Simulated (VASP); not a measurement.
# Na3TeH (Pm-3m) in VASP: a series of runs

Runs on Na3TeH. Level: PBE. Tasks: relaxation of cell and atoms.

All numbers are computed with VASP 6.6.1; they aren't measurements. Logs are shortened: lines on timing, memory, paths and dates and some standing lists are left out, and cuts for length are marked.

**1. The structure**

The structure is cubic, space group Pm-3m (No. 221). Conventional cell: a = 4.767 Å, b = 4.767 Å, c = 4.767 Å, α = 90.00°, β = 90.00°, γ = 90.00°. Na (site symmetry 4/mmm) has 2 H at 2.38 Å as nearest neighbours. Te (site symmetry m-3m) is surrounded by 12 Na at 3.37 Å. H (site symmetry m-3m) has 6 Na at 2.38 Å as nearest neighbours.

The cell was built by a generator and needn't be a form met in nature.

**2. Relaxation of cell and atoms, PBE**

The input, INCAR:

```
SYSTEM = Na3TeH
PREC     = Accurate       ! precision mode
ENCUT    = 300            ! plane-wave cutoff, eV
EDIFF    = 1E-6           ! SCF threshold, eV
ISMEAR   = 0              ! smearing method
SIGMA    = 0.03           ! smearing width, eV
LREAL    = .False.        ! projectors in reciprocal space
LASPH    = .True.         ! aspherical terms in the spheres
NELM     = 80             ! most SCF steps
ALGO     = Normal         ! electronic algorithm
ISIF     = 3              ! what is computed and relaxed
LWAVE    = .False.        ! write WAVECAR
LCHARG   = .False.        ! write CHGCAR
GGA      = PE             ! functional
IBRION   = 2              ! ionic algorithm
NSW      = 90             ! ionic steps
EDIFFG   = -0.01          ! ionic threshold
```

The input, KPOINTS:

```
Automatic mesh
0
Gamma
  3 3 3
  0 0 0
```

The input, POSCAR:

```
Na3TeH
1.0
    4.7671700000      0.0000000000      0.0000000000
    0.0000000000      4.7671700000      0.0000000000
    0.0000000000      0.0000000000      4.7671700000
Na Te H
3 1 1
Direct
    0.5000000000      0.0000000000      0.5000000000
    0.0000000000      0.5000000000      0.5000000000
    0.5000000000      0.5000000000      0.0000000000
    0.0000000000      0.0000000000      0.0000000000
    0.5000000000      0.5000000000      0.5000000000
```

Potentials or basis: VASP PAW PBE potentials, release 64 (Na_pv, Te, H_s).

Launch:

```
> cat potpaw_PBE.64/Na_pv/POTCAR potpaw_PBE.64/Te/POTCAR potpaw_PBE.64/H_s/POTCAR > POTCAR
> mpirun -np 1 vasp_std > vasp.out
```

OUTCAR:

```text
SYSTEM = Na3TeH
   PREC = Accurate
   ENCUT = 300
   EDIFF = 1E-6
   ISMEAR = 0
   LREAL = .False.
   LASPH = .True.
   NELM = 80
   ISIF = 3
   GGA = PE
   IBRION = 2
   NSW = 90
   EDIFFG = -0.01

 ion  position               nearest neighbor table
   1  0.500  0.000  0.500-
   2  0.000  0.500  0.500-
   3  0.500  0.500  0.000-
   4  0.000  0.000  0.000-
   5  0.500  0.500  0.500-

  LATTYP: Found a simple cubic cell.
 ALAT       =     4.7671700000

  Lattice vectors:

 A1 = (   4.7671700000,   0.0000000000,   0.0000000000)
 A2 = (   0.0000000000,   4.7671700000,   0.0000000000)
 A3 = (   0.0000000000,   0.0000000000,   4.7671700000)

Analysis of symmetry for initial positions (statically):
=====================================================================
 Subroutine PRICEL returns:
 Original cell was already a primitive cell.

 Routine SETGRP: Setting up the symmetry group for a
 simple cubic supercell.

 Subroutine GETGRP returns: Found 48 space group operations
 (whereof 48 operations were pure point group operations)
 out of a pool of 48 trial point group operations.

The static configuration has the point symmetry O_h .

Analysis of symmetry for dynamics (positions and initial velocities):
=====================================================================
 Subroutine PRICEL returns:
 Original cell was already a primitive cell.

 Routine SETGRP: Setting up the symmetry group for a
 simple cubic supercell.

 Subroutine GETGRP returns: Found 48 space group operations
 (whereof 48 operations were pure point group operations)
 out of a pool of 48 trial point group operations.

The dynamic configuration has the point symmetry O_h .

 Subroutine INISYM returns: Found 48 space group operations
 (whereof 48 operations are pure point group operations),
 and found     1 'primitive' translations

----------------------------------------------------------------------------------------

                                     Primitive cell

  volume of cell :     108.3383

  direct lattice vectors                    reciprocal lattice vectors
     4.767170000  0.000000000  0.000000000     0.209768059  0.000000000  0.000000000
     0.000000000  4.767170000  0.000000000     0.000000000  0.209768059  0.000000000
     0.000000000  0.000000000  4.767170000     0.000000000  0.000000000  0.209768059

  length of vectors
     4.767170000  4.767170000  4.767170000     0.209768059  0.209768059  0.209768059

  position of ions in fractional coordinates (direct lattice)
     0.500000000  0.000000000  0.500000000
     0.000000000  0.500000000  0.500000000
     0.500000000  0.500000000  0.000000000
     0.000000000  0.000000000  0.000000000
     0.500000000  0.500000000  0.500000000

  ion indices of the primitive-cell ions
   primitive index   ion index
                 1           1
                 2           2
                 3           3
                 4           4
                 5           5

----------------------------------------------------------------------------------------

 KPOINTS: Automatic mesh

Automatic generation of k-mesh.
 Grid dimensions read from file:
 generate k-points for:    3    3    3

 Generating k-lattice:

  Cartesian coordinates                     Fractional coordinates (reciprocal lattice)
     0.069922686  0.000000000  0.000000000     0.333333333  0.000000000  0.000000000
     0.000000000  0.069922686  0.000000000     0.000000000  0.333333333  0.000000000
     0.000000000  0.000000000  0.069922686     0.000000000  0.000000000  0.333333333

  Length of vectors
     0.069922686  0.069922686  0.069922686

  Shift w.r.t. Gamma in fractional coordinates (k-lattice)
     0.000000000  0.000000000  0.000000000

 Subroutine IBZKPT returns following result:
 ===========================================

 Found      4 irreducible k-points:

 Following reciprocal coordinates:
            Coordinates               Weight
  0.000000  0.000000  0.000000      1.000000
  0.333333  0.000000  0.000000      6.000000
  0.333333  0.333333  0.000000     12.000000
  0.333333  0.333333  0.333333      8.000000
   k-points           NKPTS =      4   k-points in BZ     NKDIM =      4   number of bands    NBANDS=     18
   number of dos      NEDOS =    301   number of ions     NIONS =      5
   total plane-waves  NPLWV =  21952
   dimension x,y,z NGX =    28 NGY =   28 NGZ =   28
   dimension x,y,z NGXF=    56 NGYF=   56 NGZF=   56
   ions per type =               3   1   1
   NGX,Y,Z   is equivalent  to a cutoff of   9.76,  9.76,  9.76 a.u.
   NGXF,Y,Z  is equivalent  to a cutoff of  19.53, 19.53, 19.53 a.u.
 SYSTEM =  Na3TeH
   PREC   = accura    normal or accurate (medium, high low for compatibility)
   ISTART =      0    job   : 0-new  1-cont  2-samecut
   ICHARG =      2    charge: 1-file 2-atom 10-const
   ISPIN  =      1    spin polarized calculation?
   LNONCOLLINEAR =      F non collinear calculations
   LSORBIT =      F    spin-orbit coupling
   LASPH  =      T    aspherical Exc in radial PAW
   ENCUT  =  300.0 eV  22.05 Ry    4.70 a.u.   6.73  6.73  6.73*2*pi/ulx,y,z
   NELM   =     80;   NELMIN=  2; NELMDL= -5     # of ELM steps
   EDIFF  = 0.1E-05   stopping-criterion for ELM
   LREAL  =      F    real-space projection
   EDIFFG = -.1E-01   stopping-criterion for IOM
   NSW    =     90    number of steps for IOM
   IBRION =      2    ionic relax: 0-MD 1-quasi-New 2-CG
   NFREE  =      1    steps in history (QN), initial steepest desc. (CG)
   ISIF   =      3    stress and relaxation
   ISYM   =      2    0-nonsym 1-usesym 2-fastsym
   POTIM  = 0.5000    time-step for ionic-motion
   TEBEG  =    0.0;   TEEND  =   0.0 temperature during run
   PSTRESS=    0.0 pullay stress
   NELECT =      28.0000    total number of electrons
   NUPDOWN=      -1.0000    fix difference up-down
   EMIN   =  10.00;   EMAX   =-10.00  energy-range for DOS
   EFERMI =   0.00;   METHOD = LEGACY
   ISMEAR =     0;   SIGMA  =   0.03  broadening in eV -4-tet -1-fermi 0-gaus
   EFERMI_NEDOS =   21; number of points for ismear=-14 and -15
   IALGO  =     38    algorithm
   IMIX   =      4    mixing-type and parameters
     AMIX     =   0.40;   BMIX     =  1.00
     AMIX_MAG =   1.60;   BMIX_MAG =  1.00
  volume/ion in A,a.u.               =      21.67       146.22
  Fermi-wavevector in a.u.,A,eV,Ry     =   1.042798  1.970603 14.795352  1.087428
  Thomas-Fermi vector in A             =   2.177479
   LORBIT       =      0    0 simple, 1 ext, 2 COOP (PROOUT), +10 PAW based schemes
   GGA     = PE    functional components
   LHFCALC =     F    Hartree Fock is set to
   AEXX    =    0.0000 exact exchange contribution
   IVDW    =     0    specifies the selected vdW correction
   LEPSILON=     F    determine dielectric tensor
   LRPA    =     F    only Hartree local field effects (RPA)
 conjugate gradient relaxation of ions
 non-spin polarized calculation
 Gauss-broadening in eV      SIGMA  =   0.03
  energy-cutoff  :      300.00
  volume of cell :      108.34
 maximum number of plane-waves:      1309
 NGX is ok and might be reduce to    28
   NGX = 13   NGY = 13   NGZ = 13

 number of electron      27.9999885 magnetization

 Free energy of the ion-electron system (eV)
  ---------------------------------------------------
  ext. energy  EPLUGINS =         0.00000000
  ---------------------------------------------------
  free energy    TOTEN  =       -13.60651829 eV

  energy without entropy =      -13.60651829  energy(sigma->0) =      -13.60651829

 E-fermi :   1.6123     XC(G=0):  -8.1427

 val. band max:        1.4293087696   @ k =   0.3333   0.3333   0.0000
 cond. band min:       4.4555909636   @ k =   0.3333   0.0000   0.0000
 fundamental gap:      3.0262821940
 Fermi energy:         1.6123254434

 k-point     1 :       0.0000    0.0000    0.0000
  band No.  band energies     occupation
      1     -21.7894      2.00000
      2     -21.7894      2.00000
      3     -21.7894      2.00000
      4     -21.7539      2.00000
      5     -21.7539      2.00000
      6     -21.7539      2.00000
[... 10 lines left out ...]
     17       5.6900      0.00000
     18       8.2310      0.00000

 k-point     2 :       0.3333    0.0000    0.0000
  band No.  band energies     occupation
      1     -21.7804      2.00000
      2     -21.7804      2.00000
      3     -21.7764      2.00000
      4     -21.7574      2.00000
      5     -21.7574      2.00000
      6     -21.7547      2.00000
[... 10 lines left out ...]
     17       6.7638      0.00000
     18       6.7638      0.00000

 k-point     3 :       0.3333    0.3333    0.0000
  band No.  band energies     occupation
      1     -21.7874      2.00000
      2     -21.7726      2.00000
      3     -21.7709      2.00000
      4     -21.7649      2.00000
      5     -21.7581      2.00000
      6     -21.7525      2.00000
[... 10 lines left out ...]
     17       7.0910      0.00000
     18       7.2851      0.00000

 k-point     4 :       0.3333    0.3333    0.3333
  band No.  band energies     occupation
      1     -21.7969      2.00000
      2     -21.7821      2.00000
      3     -21.7821      2.00000
      4     -21.7791      2.00000
      5     -21.7420      2.00000
      6     -21.7420      2.00000
[... 10 lines left out ...]
     17       6.0799      0.00000
     18       7.8352      0.00000

------------------------ aborting loop because EDIFF is reached ----------------------------------------

  FORCE on cell =-STRESS in cart. coord.  units (eV):
  Direction    XX          YY          ZZ          XY          YZ          ZX
  --------------------------------------------------------------------------------------
  -------------------------------------------------------------------------------------
  Total       -0.0437432     -0.0437432     -0.0437432     -0.0000000      0.0000000      0.0000000
  in kB       -0.6469033     -0.6469033     -0.6469033     -0.0000000      0.0000000      0.0000000
  external PRESSURE =      -0.6469033 kB  Pullay stress =       0.0000000 kB

 VOLUME and BASIS-vectors are now :
 -----------------------------------------------------------------------------
  energy-cutoff  :      300.00
  volume of cell :      108.34
      direct lattice vectors                 reciprocal lattice vectors
     4.767170000  0.000000000  0.000000000     0.209768059  0.000000000  0.000000000
     0.000000000  4.767170000  0.000000000     0.000000000  0.209768059  0.000000000
     0.000000000  0.000000000  4.767170000     0.000000000  0.000000000  0.209768059

 POSITION                                       TOTAL-FORCE (eV/Angst)
 -----------------------------------------------------------------------------------
      2.38359      0.00000      2.38359         0.000000      0.000000      0.000000
      0.00000      2.38359      2.38359         0.000000      0.000000      0.000000
      2.38359      2.38359      0.00000         0.000000      0.000000      0.000000
      0.00000      0.00000      0.00000         0.000000      0.000000      0.000000
      2.38359      2.38359      2.38359         0.000000      0.000000      0.000000
 -----------------------------------------------------------------------------------
    total drift:                                0.000000      0.000000      0.000000

  FREE ENERGIE OF THE ION-ELECTRON SYSTEM (eV)
  ---------------------------------------------------
  free  energy   TOTEN  =       -13.6065182889 eV

  energy  without entropy=      -13.6065182889  energy(sigma->0) =      -13.60651829

 reached required accuracy - stopping structural energy minimisation
```

Wall time 3.2 s (1 thread of Intel Xeon 6975P-C (Granite Rapids), shared host); peak memory 0.15 GiB.

Results:

```
Free energy             : -13.6065 eV
Pressure after relaxing : -0.1 GPa
Band gap on the k mesh  : 3.03 eV, indirect (least direct gap 3.17 eV)
```

Final structure:
```
CELL_PARAMETERS angstrom
4.76717 0.00000 0.00000
0.00000 4.76717 0.00000
0.00000 0.00000 4.76717
ATOMIC_POSITIONS crystal
Na 0.50000 0.00000 0.50000
Na 0.00000 0.50000 0.50000
Na 0.50000 0.50000 0.00000
Te 0.00000 0.00000 0.00000
H 0.50000 0.50000 0.50000
```

Caveat: the k mesh is coarse (spacing up to 0.44 Å⁻¹), so the values aren't converged; the cutoff is under 1.25 times the usual one of these potentials, so pressure, stress and relaxed cells hold a basis-set (Pulay) error; the relaxation stopped at its first step, so nothing moved; spin-orbit coupling is left out, which moves the levels of the heavy elements; an odd mesh through Γ misses points on the zone boundary, where band edges often lie.

**3. Relaxation of cell and atoms, PBE**

Edit INCAR of step 2 so:

```diff
@@ -3,3 +3,3 @@
 ENCUT    = 300            ! plane-wave cutoff, eV
-EDIFF    = 1E-6           ! SCF threshold, eV
+EDIFF    = 1E-7           ! SCF threshold, eV
 ISMEAR   = 0              ! smearing method
@@ -16,2 +16,2 @@
 NSW      = 90             ! ionic steps
-EDIFFG   = -0.01          ! ionic threshold
+EDIFFG   = -0.005         ! ionic threshold
```

KPOINTS is that of step 2.

The input, POSCAR:

```
Na3TeH                                  
1.0
    4.7671700000      0.0000000000      0.0000000000
    0.0000000000      4.7671700000      0.0000000000
    0.0000000000      0.0000000000      4.7671700000
  Na              Te              H             
     3     1     1
Direct
     0.5000000000000000    0.0000000000000000    0.5000000000000000
     0.0000000000000000    0.5000000000000000    0.5000000000000000
     0.5000000000000000    0.5000000000000000    0.0000000000000000
     0.0000000000000000    0.0000000000000000    0.0000000000000000
     0.5000000000000000    0.5000000000000000    0.5000000000000000
```

Potentials or basis: VASP PAW PBE potentials, release 64 (Na_pv, Te, H_s).

Launch:

```
> cat potpaw_PBE.64/Na_pv/POTCAR potpaw_PBE.64/Te/POTCAR potpaw_PBE.64/H_s/POTCAR > POTCAR
> mpirun -np 1 vasp_std > vasp.out
```

Run time: 5.2 s. Hardware: 1 thread of Intel Xeon 6975P-C (Granite Rapids), shared host; peak memory 0.15 GiB.

It converged, with:

- Free energy: -13.6066 eV
- Relaxed volume: 21.64 Å³/atom
- Relaxed cell: a = 4.765 Å, b = 4.765 Å, c = 4.765 Å, α = 90.00°, β = 90.00°, γ = 90.00°
- Space group after relaxing (to 0.05 Å): Pm-3m (No. 221)
- Energy gained by relaxing: 0.0 meV/atom
- Ionic steps: 2
- Pressure after relaxing: 0.0 GPa
- Band gap on the k mesh: 3.03 eV, indirect (least direct gap 3.18 eV)

Final structure:
```
Na Te H
1.0
     4.76501    0.00000    0.00000
     0.00000    4.76501    0.00000
     0.00000    0.00000    4.76501
Na Te H
3 1 1
Cartesian
  2.3825 0.0000 2.3825
  0.0000 2.3825 2.3825
  2.3825 2.3825 0.0000
  0.0000 0.0000 0.0000
  2.3825 2.3825 2.3825
```

Levels at points of the mesh, in eV from the valence-band top:
```tsv
k point	band 12	band 13	band 14	band 15	band 16	band 17
(0.00, 0.00, 0.00)	-0.31	-0.31	-0.31	4.21	4.21	4.27
```

Caveat: the k mesh is coarse (spacing up to 0.44 Å⁻¹), so the values aren't converged; the cutoff is under 1.25 times the usual one of these potentials, so pressure, stress and relaxed cells hold a basis-set (Pulay) error; spin-orbit coupling is left out, which moves the levels of the heavy elements; an odd mesh through Γ misses points on the zone boundary, where band edges often lie. As with any semilocal functional, this PBE gap is likely too small.
